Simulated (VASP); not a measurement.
A convergence study with VASP on Li2Se (antifluorite): one setting is varied, all else stays as given below, so the limit is that of these other settings.

```xyz
3
Lattice="0.0000 3.0000 3.0000 3.0000 0.0000 3.0000 3.0000 3.0000 0.0000" Properties=species:S:1:pos:R:3 pbc="T T T"
Li     1.5000     1.5000     1.5000
Li     4.5000     4.5000     4.5000
Se     0.0000     0.0000     0.0000
```

All values below come from PBE GGA, VASP's PBE PAW potentials (set 64) (plane waves; VASP 6.6.1). The tightest run used: 700 eV cut-off, 15×15×15 Γ-centred mesh, Gaussian smearing of 0.050 eV, potentials Li_sv Se.

The reference is 15×15×15 mesh, which took about 2 core-minutes. The timings are rough (shared machines, no repeats); factors under 2 mean little.

Task: Of the settings 1×1×1 mesh; 2×2×2 mesh; 3×3×3 mesh; 4×4×4 mesh; 5×5×5 mesh; 6×6×6 mesh; 7×7×7 mesh; 8×8×8 mesh; 9×9×9 mesh; 10×10×10 mesh; 11×11×11 mesh; 12×12×12 mesh; 13×13×13 mesh; 14×14×14 mesh; 15×15×15 mesh, which is the lowest that keeps the difference from the reference in E (eV/atom) within 0.005 from there on, and what does it cost?

Result: 4×4×4 mesh; its cost over the reference is about 1/7.
```
setting        difference in E (eV/atom)  cost over the reference
-------------  -------------------------  -----------------------
1×1×1 mesh                        2.8062               about 1/20
2×2×2 mesh                        0.2134               about 1/10
3×3×3 mesh                        0.0245               about 1/10
4×4×4 mesh                        0.0039                about 1/7
5×5×5 mesh                        0.0007                about 1/8
6×6×6 mesh                        0.0001                about 1/6
7×7×7 mesh                        0.0000                about 1/5
8×8×8 mesh                        0.0000                about 1/3
9×9×9 mesh                        0.0000                about 1/3
10×10×10 mesh                     0.0000                about 1/2
11×11×11 mesh                     0.0000     within a factor of 2
12×12×12 mesh                     0.0000     within a factor of 2
13×13×13 mesh                     0.0000     within a factor of 2
14×14×14 mesh                     0.0000     within a factor of 2
15×15×15 mesh                     0.0000                reference
```

Left out are rungs that failed or repeat a setting and relaxations that didn't move; long series are thinned to 24 rows.

The compound is Li2Se in the antifluorite structure. The cell was not relaxed at this level.
